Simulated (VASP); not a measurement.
Consider the following.

```
CuZn
1.0
    2.99746     0.00000     0.00000
    0.00000     2.99746     0.00000
    0.00000     0.00000     2.99746
Zn Cu
1 1
Cartesian
  1.49873   1.49873   1.49873
  0.00000   0.00000   0.00000
```

Level of theory: PW91 GGA, VASP's PBE PAW potentials (set 64) (plane waves; VASP). Settings: 520 eV cut-off, 12×12×12 Γ-centred mesh, first-order Methfessel-Paxton smearing of 0.10 eV, potentials Zn Cu.

Q: Give the stress tensor in GPa (positive for a compressed cell).

A: 
```
-2.74   0.00   0.00
 0.00  -2.74   0.00
 0.00   0.00  -2.74
```
The pressure is its mean diagonal, -2.74 GPa.

The compound is CuZn in the CsCl type structure. This cell is one point of a volume scan, at 1.03 of the reference volume. The electron count is odd and the run is not spin-polarised, which forces a metal.
